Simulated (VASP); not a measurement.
Runs of VASP 6.6.1 on Br2Zn. The cell holds a molecule in a box, 3 atoms: a = 11.000 Å, b = 13.000 Å, c = 11.000 Å, α = 90.00°, β = 90.00°, γ = 90.00°. 

```tsv
task	level	cell	gap on the mesh (eV)	largest force (eV/Å)
electron localisation function	PBE	as given	4.47	0.12
single point	SCAN	as given	5.00	0.51
single point	BEEF-vdW	as given	4.39	(b)
atomic charges	PBE+TS	as given	4.47	0.13
relaxation of the atoms	SCAN+D3(BJ)	atoms relaxed	(a)	-
```

Alike in all rows: potentials or basis VASP PAW PBE potentials, release 64 (Br, Zn); no spin polarisation; k mesh 1 × 1 × 1; cutoff (eV) 520; smearing gaussian 0.01 eV.

**Question.** Fill in the values left out.

**Answer.** (a) 5.23; (b) 0.09.

Caveats: the PAW data sets were made with another functional, which shifts forces and pressure a little (some runs).

A k mesh can miss the band edges, and the runs leave out spin-orbit coupling on Br.

Not every run made on this cell is shown here.
